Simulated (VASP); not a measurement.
Given:

```xyz
1
Lattice="0.0000 2.7900 2.7900 2.7900 0.0000 2.7900 2.7900 2.7900 0.0000" Properties=species:S:1:pos:R:3 pbc="T T T"
Ca     0.0000     0.0000     0.0000
```

All values below come from RPBE GGA, VASP's PBE PAW potentials (set 64) (plane waves; VASP 6.6.1). Numerical set-up: 520 eV cut-off, 10×10×10 Γ-centred mesh, first-order Methfessel-Paxton smearing of 0.10 eV, potentials Ca_sv.

Energy and stress use the plane-wave basis of the starting cell.

Task: The ions, cell shape and volume are relaxed. Predict the relaxed structure.

Result: 
```xyz
1
Lattice="0.0000 2.8105 2.8105 2.8105 0.0000 2.8105 2.8105 2.8105 0.0000" Properties=species:S:1:pos:R:3 pbc="T T T"
Ca     0.0000     0.0000     0.0000
```
Space group Fm-3m (225), at a tolerance of 0.03 Å.

Task: How do energy and volume change from the first to the last step?

Result: The energy (σ→0) changes by -1.1 meV/atom and the volume by +2.2 %, in 3 ionic steps.

| step | E(σ→0) (eV) | max force (eV/Å) | pressure (GPa) | volume (Å³) |
|---|---|---|---|---|
| 1 | -1.7457 | 0.000 | 0.37 | 43.44 |
| 2 | -1.7467 | 0.000 | 0.12 | 44.08 |
| 3 | -1.7468 | 0.000 | -0.01 | 44.40 |

The compound is Ca in the fcc structure. This run relaxes it. Symmetry was kept, so distortions that lower it aren't found.
